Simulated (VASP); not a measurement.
Method: PBEsol GGA, VASP's PBE PAW potentials (set 64) (plane waves; VASP).

VASP ran on this input.

POSCAR:
```
CdTe
4.5951320
  0.0000000000   0.7071067609   0.7071067609
  0.7071067609   0.0000000000   0.7071067609
  0.7071067609   0.7071067609   0.0000000000
Cd Te
1 1
Direct
  0.0000000000   0.0000000000   0.0000000000
  0.2500000000   0.2500000000   0.2500000000
```

INCAR:
```
SYSTEM = CdTe
PREC = Accurate
ENCUT = 520
EDIFF = 1E-7
NELM = 100
ALGO = Normal
LREAL = .FALSE.
LASPH = .TRUE.
ISMEAR = 0
SIGMA = 0.05
GGA = PS
LMAXMIX = 4
LWAVE = .FALSE.
LCHARG = .FALSE.
LORBIT = 11
ICHARG = 11
```

**KPOINTS**
```
k-points along high-symmetry lines
15
Line-mode
Reciprocal
  0.000000   0.000000   0.000000 ! GAMMA
 -0.500000  -0.500000   0.000000 ! X

 -0.500000  -0.500000   0.000000 ! X
 -0.375000  -0.375000   0.250000 ! U

 -0.375000  -0.000000   0.375000 ! K
  0.000000   0.000000   0.000000 ! GAMMA

  0.000000   0.000000   0.000000 ! GAMMA
  0.000000   0.000000   0.500000 ! L

  0.000000   0.000000   0.500000 ! L
 -0.500000  -0.250000   0.250000 ! W

 -0.500000  -0.250000   0.250000 ! W
 -0.500000  -0.500000   0.000000 ! X
```

POTCAR, in this order: Cd Te (PBE.64 set). Program: vasp_std. Read from the step before: CHGCAR.

What VASP printed:

OUTCAR:
```
 ion  position               nearest neighbor table
   1  0.000  0.000  0.000-   2 2.81   2 2.81   2 2.81   2 2.81
   2  0.250  0.250  0.250-   1 2.81   1 2.81   1 2.81   1 2.81
  LATTYP: Found a face centered cubic cell.
 ALAT       =     6.4984978088
 Subroutine PRICEL returns:
 Original cell was already a primitive cell.
 Subroutine GETGRP returns: Found 24 space group operations
The static configuration has the point symmetry T_d .
The dynamic configuration has the point symmetry T_d .
 Subroutine INISYM returns: Found 24 space group operations
   k-points           NKPTS =     90   k-points in BZ     NKDIM =     90   number of bands    NBANDS=     13
   number of dos      NEDOS =    301   number of ions     NIONS =      2
   total plane-waves  NPLWV =  46656
   dimension x,y,z NGX =    36 NGY =   36 NGZ =   36
   dimension x,y,z NGXF=    72 NGYF=   72 NGZF=   72
   ions per type =               1   1
   PREC   = accura    normal or accurate (medium, high low for compatibility)
   ISTART =      0    job   : 0-new  1-cont  2-samecut
   ICHARG =     11    charge: 1-file 2-atom 10-const
   ISPIN  =      1    spin polarized calculation?
   LNONCOLLINEAR =      F non collinear calculations
   LSORBIT =      F    spin-orbit coupling
   INIWAV =      1    electr: 0-lowe 1-rand  2-diag
   ENCUT  =  520.0 eV  38.22 Ry    6.18 a.u.   8.54  8.54  8.54*2*pi/ulx,y,z
   NELM   =    100;   NELMIN=  2; NELMDL= -5     # of ELM steps
   EDIFF  = 0.1E-06   stopping-criterion for ELM
   LREAL  =      F    real-space projection
   NLSPLINE    = F    spline interpolate recip. space projectors
   LMAXMIX     =    4 max onsite mixed and CHGCAR
   VOSKOWN=      0    Vosko Wilk Nusair interpolation
   EDIFFG = 0.1E-05   stopping-criterion for IOM
   NSW    =      0    number of steps for IOM
   NBLOCK =      1;   KBLOCK =      1    inner block; outer block
   IBRION =     -1    ionic relax: 0-MD 1-quasi-New 2-CG
   NFREE  =      0    steps in history (QN), initial steepest desc. (CG)
   ISIF   =      2    stress and relaxation
   ISYM   =      2    0-nonsym 1-usesym 2-fastsym
   TEIN   =    0.0    initial temperature
   TEBEG  =    0.0;   TEEND  =   0.0 temperature during run
   SMASS  =  -3.00    Nose mass-parameter (am)
   PSTRESS=    0.0 pullay stress
   NELECT =      18.0000    total number of electrons
   EFERMI =   0.00;   METHOD = LEGACY
   ISMEAR =     0;   SIGMA  =   0.05  broadening in eV -4-tet -1-fermi 0-gaus
   IALGO  =     38    algorithm
   LDIAG  =      T    sub-space diagonalisation (order eigenvalues)
   IMIX   =      4    mixing-type and parameters
     AMIX     =   0.40;   BMIX     =  1.00
     AMIX_MAG =   1.60;   BMIX_MAG =  1.00
     AMIN     =   0.10
   GGA     = PS    functional components
   VOSKOWN =     0    Vosko Wilk Nusair interpolation
   LHFCALC =     F    Hartree Fock is set to
   LHFONE  =     F    Hartree Fock one center treatment
   AEXX    =    0.0000 exact exchange contribution
   IVDW    =     0    specifies the selected vdW correction
   LEPSILON=     F    determine dielectric tensor
   LRPA    =     F    only Hartree local field effects (RPA)
  energy-cutoff  :      520.00
  volume of cell :       68.61
      direct lattice vectors                 reciprocal lattice vectors
     0.000000000  3.249248904  3.249248904    -0.153881717  0.153881717  0.153881717
     3.249248904  0.000000000  3.249248904     0.153881717 -0.153881717  0.153881717
     3.249248904  3.249248904  0.000000000     0.153881717  0.153881717 -0.153881717
 k-point     1 :   0.0000 0.0000 0.0000  plane waves:    1837
 k-point     2 :  -0.0357-0.0357 0.0000  plane waves:    1845
 k-point     3 :  -0.0714-0.0714 0.0000  plane waves:    1852
 k-point     4 :  -0.1071-0.1071 0.0000  plane waves:    1852
 k-point     5 :  -0.1429-0.1429 0.0000  plane waves:    1852
 k-point     6 :  -0.1786-0.1786 0.0000  plane waves:    1848
 k-point     7 :  -0.2143-0.2143 0.0000  plane waves:    1848
 k-point     8 :  -0.2500-0.2500 0.0000  plane waves:    1828
 k-point     9 :  -0.2857-0.2857 0.0000  plane waves:    1844
 k-point    10 :  -0.3214-0.3214 0.0000  plane waves:    1848
...
```

File OSZICAR:
```
       N       E                     dE             d eps       ncg     rms          rms(c)
DAV:   1     0.101156047862E+03    0.10116E+03   -0.85230E+03  2364   0.120E+03
DAV:   2    -0.485853941058E+00   -0.10164E+03   -0.97674E+02  2720   0.276E+02
DAV:   3    -0.451719285387E+01   -0.40313E+01   -0.39615E+01  2785   0.565E+01
DAV:   4    -0.455650523356E+01   -0.39312E-01   -0.39306E-01  3315   0.502E+00
DAV:   5    -0.455668049901E+01   -0.17527E-03   -0.17526E-03  2775   0.272E-01
DAV:   6    -0.455668538898E+01   -0.48900E-05   -0.48899E-05  3234   0.302E-02
DAV:   7    -0.455668541525E+01   -0.26274E-07   -0.26291E-07  2435   0.228E-03
   1 F= -.45566854E+01 E0= -.45566854E+01  d E =-.702101E-15
```

**OUTCAR**
```
 val. band max:        2.1380511831   @ k =   0.0000   0.0000   0.0000

 cond. band min:       2.7762913853   @ k =   0.0000   0.0000   0.0000



 k-point     1 :       0.0000    0.0000    0.0000
  band No.  band energies     occupation
      1      -9.0281      2.00000
      2      -6.0896      2.00000
      3      -6.0896      2.00000
      4      -6.0896      2.00000
      5      -5.8306      2.00000
      6      -5.8306      2.00000
      7       2.1381      2.00000
      8       2.1381      2.00000
      9       2.1381      2.00000
     10       2.7763      0.00000
     11       6.6897      0.00000
     12       6.6897      0.00000
     13       6.6897      0.00000

 k-point     2 :      -0.0357   -0.0357    0.0000
  band No.  band energies     occupation
      1      -9.0214      2.00000
      2      -6.0878      2.00000
      3      -6.0878      2.00000
      4      -6.0861      2.00000
      5      -5.8312      2.00000
      6      -5.8302      2.00000
      7       1.8963      2.00000
      8       2.1030      2.00000
      9       2.1030      2.00000
     10       3.0229      0.00000
     11       6.6189      0.00000
     12       6.7402      0.00000
     13       6.7402      0.00000

 k-point     3 :      -0.0714   -0.0714    0.0000
  band No.  band energies     occupation
      1      -9.0018      2.00000
      2      -6.0824      2.00000
      3      -6.0824      2.00000
      4      -6.0753      2.00000
      5      -5.8330      2.00000
      6      -5.8291      2.00000
      7       1.4885      2.00000
      8       2.0034      2.00000
      9       2.0034      2.00000
     10       3.4429      0.00000
     11       6.4355      0.00000
     12       6.8864      0.00000
     13       6.8864      0.00000

 k-point     4 :      -0.1071   -0.1071    0.0000
  band No.  band energies     occupation
      1      -8.9702      2.00000
      2      -6.0736      2.00000
      3      -6.0736      2.00000
      4      -6.0571      2.00000
...
```

The density is held fixed in this step, so its total energy and stress have no physical meaning. Unless said otherwise, spin-orbit coupling is left out, though it shifts the bands of the heavy elements here.

The compound is CdTe in the zinc blende structure. It was relaxed first.
